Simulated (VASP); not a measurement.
All values below come from PBEsol GGA, VASP's PBE PAW potentials (set 64) (plane waves; VASP).

VASP input:

File KPOINTS:
```
kpoints
0
G
12 12 12
0 0 0
```

### POSCAR
```
As
1
    3.5342911030    -1.8944734389    -0.0538305890
    3.5342911030     1.8944734389    -0.0538305890
    2.5665578036     0.0000000000     3.0815451243
As
2
Direct
  0.2304979450   0.2304979450   0.2304979450
  0.7578668084   0.7578668084   0.8015468026
```

### INCAR
```
ALGO=Normal
EDIFF=1E-7
ENCUT=480
GGA=PS
ISIF=2
ISMEAR=1
LASPH=.TRUE.
LCHARG=.FALSE.
LMAXMIX=4
LREAL=.FALSE.
LWAVE=.FALSE.
NELM=100
PREC=Accurate
SIGMA=0.1
SYSTEM=As
```

POTCAR, in this order: As (PBE.64 set). Program: vasp_std.

Question: Predict the energy per atom (σ→0), largest force, band gap (on the k-mesh).

Answer: 
- energy per atom (σ→0): -5.098 eV/atom
- band gap (on the k-mesh): none (metal, semimetal or under 0.01 eV)
- largest force: 0.00928 Ha/bohr

**OSZICAR**
```
...
DAV:   5    -0.102270664105E+02   -0.11292E-04   -0.11291E-04  9735   0.753E-02    0.341E+00
DAV:   6    -0.102072348884E+02    0.19832E-01   -0.58713E-03  9530   0.533E-01    0.203E+00
DAV:   7    -0.101964335686E+02    0.10801E-01   -0.12228E-02  9339   0.796E-01    0.669E-02
DAV:   8    -0.101964471194E+02   -0.13551E-04   -0.34649E-04  8866   0.144E-01    0.232E-02
DAV:   9    -0.101964592540E+02   -0.12135E-04   -0.30099E-05 10445   0.413E-02    0.103E-02
DAV:  10    -0.101964586875E+02    0.56652E-06   -0.27473E-06  9713   0.110E-02    0.316E-03
DAV:  11    -0.101964586007E+02    0.86778E-07   -0.31149E-07  8917   0.452E-03
   1 F= -.10196459E+02 E0= -.10196444E+02  d E =-.446026E-04
```

The compound is As in the a7 structure. This cell was strained or had an atom moved on purpose.
